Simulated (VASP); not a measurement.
```
CELL_PARAMETERS angstrom
      4.54088     0.00000     0.00000
      0.00000     4.54088     0.00000
      0.00000     0.00000     3.18567
ATOMIC_POSITIONS crystal
  Ir 0.00000 0.00000 0.00000
  Ir 0.50000 0.50000 0.50000
  O  0.30836 0.30836 0.00000
  O  0.80836 0.19164 0.50000
  O  0.19164 0.80836 0.50000
  O  0.69164 0.69164 0.00000
```

These are PBE GGA, VASP's PBE PAW potentials (set 64) (plane waves; VASP) values and carry that method's errors. Numerical set-up: 620 eV cut-off, 7×7×10 Γ-centred mesh, first-order Methfessel-Paxton smearing of 0.10 eV, potentials Ir O.

Unless said otherwise, spin-orbit coupling is left out, though it shifts the bands of the heavy elements here.

Question: Predict the energy per atom (σ→0), band gap (on the k-mesh) with the smallest direct gap where there is one.

Answer: 
| Property | Value |
|---|---|
| band gap (on the k-mesh) | none (metal, semimetal or under 0.01 eV) |
| energy per atom (σ→0) | -7.046 eV/atom |

The compound is IrO2 in the rutile structure. It was relaxed first.
